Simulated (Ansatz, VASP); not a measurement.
# BiAs in two plane-wave programs, part 2 of 2

Aim: how closely do two programs agree when they are given the same cell, functional and k mesh? The cell is generated by rule, not measured, and may not be a known phase. The two relaxations start from unlike cells of this crystal (the structure described is Ansatz's start), so only their ends are compared.

VASP 6.6.1 and Ansatz 0.2.0.

So far: Starting point; Ansatz: relaxation of cell and atoms, PBEsol; VASP: relaxation of cell and atoms, PBEsol.

### 3. VASP: relaxation of cell and atoms, PBEsol (continued)

Level of this step: PBEsol; plane waves and PAW (Bi_d, As); invented cell (VASP).

Numbers of over 12 decimals in the logs are rounded to 6 here.

From OUTCAR (step 3):

```text
ion  position               nearest neighbor table
   1  0.000  0.000  0.000-   4 2.96   3 2.96   4 2.96   3 2.96   2 3.65   2 3.65   2 3.65   2 3.65

  LATTYP: Found a simple tetragonal cell.
 ALAT       =     5.1643432074
 C/A-ratio  =     0.7406466124

 Subroutine GETGRP returns: Found 16 space group operations
 (whereof  8 operations were pure point group operations)

The static configuration has the point symmetry D_2d.
 The point group associated with its full space group is D_4h.

 Found     90 irreducible k-points:

   k-points           NKPTS =     90   k-points in BZ     NKDIM =     90   number of bands    NBANDS=     26

   dimension x,y,z NGX =    28 NGY =   40 NGZ =   40
   dimension x,y,z NGXF=    56 NGYF=   80 NGZF=   80

   ENCUT  =  500.0 eV  36.75 Ry    6.06 a.u.   6.97  9.42  9.42*2*pi/ulx,y,z

   NELECT =      40.0000    total number of electrons

 k-points in reciprocal lattice and weights: Automatic mesh
   0.00000000  0.00000000  0.00000000       0.002
   0.10000000  0.00000000  0.00000000       0.003
   0.20000000  0.00000000  0.00000000       0.003
   0.30000000  0.00000000  0.00000000       0.003
   0.40000000  0.00000000  0.00000000       0.003
   0.50000000  0.00000000  0.00000000       0.002
   0.00000000  0.12500000  0.00000000       0.006
   0.10000000  0.12500000  0.00000000       0.013
   0.20000000  0.12500000  0.00000000       0.013
[...]
0.40000000  0.50000000  0.50000000       0.003
   0.50000000  0.50000000  0.50000000       0.002

 average (electrostatic) potential at core
       1-103.9893       2-103.9893       3 -47.5691       4 -47.5691

 E-fermi :   7.1024

 k-point     1 :       0.0000    0.0000    0.0000
  band No.  band energies     occupation
    ...
     16       1.3938      2.00000
     17       4.9555      2.00000
     18       4.9555      2.00000
     19       5.3475      2.00000
     20       6.8624      2.04618
     21       9.3235     -0.00000
     22       9.7710     -0.00000
     23      10.7949      0.00000
     24      10.7949      0.00000
     25      10.9644      0.00000
    ...

 k-point     2 :       0.1000    0.0000    0.0000
  band No.  band energies     occupation
    ...
     16       1.4982      2.00000
     17       5.0166      2.00000
     18       5.0166      2.00000
     19       5.1392      2.00000
     20       6.6693      2.00035
     21       8.5519     -0.00000
     22       9.8990     -0.00000
     23      10.0864     -0.00000
     24      10.0864     -0.00000
     25      11.0482      0.00000
    ...

 k-point     3 :       0.2000    0.0000    0.0000
  band No.  band energies     occupation
    ...
     16       1.8064      2.00000
     17       4.8093      2.00000
     18       5.1543      2.00000
     19       5.1543      2.00000
     20       6.1501      2.00000
     21       7.1647      0.35930
     22       8.9377     -0.00000
     23       8.9377     -0.00000
     24       9.7431     -0.00000
     25      11.2996      0.00000
    ...

  Total       -0.0011538      0.0008879      0.0008879      0.0000000      0.0000000     -0.0000000
  in kB       -0.0181309      0.0139526      0.0139526      0.0000000      0.0000000     -0.0000000
  external PRESSURE =       0.0032581 kB  Pullay stress =       0.0000000 kB

  energy-cutoff  :      500.00
  volume of cell :      101.96
      direct lattice vectors                 reciprocal lattice vectors
    -3.824352753  0.000000000 -0.000000000    -0.261482155  0.000000000  0.000000000
    -0.000000000 -3.651006504 -3.651006504     0.000000000 -0.136948537 -0.136948537
     0.000000000 -3.651006504  3.651006504    -0.000000000 -0.136948537  0.136948537

 POSITION                                       TOTAL-FORCE (eV/Angst)
 -----------------------------------------------------------------------------------
     -0.00000     -0.00000     -0.00000         0.000000      0.000000      0.000000
     -3.82435     -3.65101      0.00000        -0.000000     -0.000000      0.000000
     -2.38290     -1.82550      1.82550         0.004364      0.000000      0.000000
     -1.44145     -1.82550     -1.82550        -0.004364     -0.000000     -0.000000
 -----------------------------------------------------------------------------------
    total drift:                               -0.000163     -0.000135      0.000000

  FREE ENERGIE OF THE ION-ELECTRON SYSTEM (eV)
  ---------------------------------------------------
  free  energy   TOTEN  =       -18.1516619550 eV

  energy  without entropy=      -18.1496092152  energy(sigma->0) =      -18.15097771

 reached required accuracy - stopping structural energy minimisation

 total charge
# of ion       s       p       d       tot
------------------------------------------
    1        1.567   1.204   9.943  12.715
    2        1.567   1.204   9.943  12.715
    3        1.313   1.336   0.027   2.676
    4        1.313   1.336   0.027   2.676
--------------------------------------------------
tot          5.761   5.081  19.941  30.783

[... 3 further parts left out ...]
```

CONTCAR:

```
BiAs
   1.00000000000000
    -3.8243527525561665    0.0000000000000000   -0.0000000000000000
    -0.0000000000000000   -3.6510065039928223   -3.6510065039928223
     0.0000000000000000   -3.6510065039928223    3.6510065039928223
  Bi              As
     2     2
Direct
     0.0000000000000000    0.0000000000000000    0.0000000000000000
     1.0000000000000000    0.5000000000000000    0.5000000000000000
     0.6230852315888068    0.0000000000000000    0.4999998621999993
     0.3769144928111918    0.4999998621999993    0.0000000000000000
```

The PAW data sets were made with PBE, which is usual practice but a small mismatch for other functionals. The run keeps the 16 symmetry operations of its start, so it cannot find a distortion of lower symmetry.

### 4. Side by side

Known differences besides the potentials themselves: the data sets hold 60 valence electrons in Ansatz (on its default PAW (the set named soft_2) files) and 40 in VASP; the cutoff is 420 eV in Ansatz and 500 eV in VASP; Ansatz makes its cores anew for this functional, VASP keeps those of its PBE data sets; Ansatz adds a Pulay correction to the stress that steers its cell, VASP none. Total energies have different zeros and are not compared.

The two programs side by side:

```csv
quantity,Ansatz,VASP,difference
volume (Å³),101.89,101.96,-0.07 %
"edge a after relaxation, in the typed setting (Å)",3.823,3.824,-0.04 %
"edge b after relaxation, in the typed setting (Å)",5.162,5.163,-0.02 %
```

### 5. What came out

| Quantity | Value |
| --- | --- |
| difference in volume (relaxation of cell and atoms, PBEsol) | -0.066 % |

**Reading.** The difference in volume is -0.066 % (relaxation of cell and atoms, PBEsol), within the 1.2 % picked in this series as the mark of a large difference, as far as the stopping tolerances let one tell. The data sets hold unlike numbers of valence electrons (60 in Ansatz and 40 in VASP), so part of the differences may come from the potentials. Such differences can come from data sets, numerical settings and the points named under the comparisons, not from the functional's error against experiment.

[Lines on the potential files, build, host, timing and source positions are cut from VASP's logs without a mark.]

[Logs are printed without paths, hosts, clocks, repeated set-up lines and the standing remarks that a program may print on its own settings, such as how far it seeks lower states.]

[Hosts, paths, dates, database ids (printed as entryN), source tags and the programs' standing remarks are cut or masked in the printed files.]
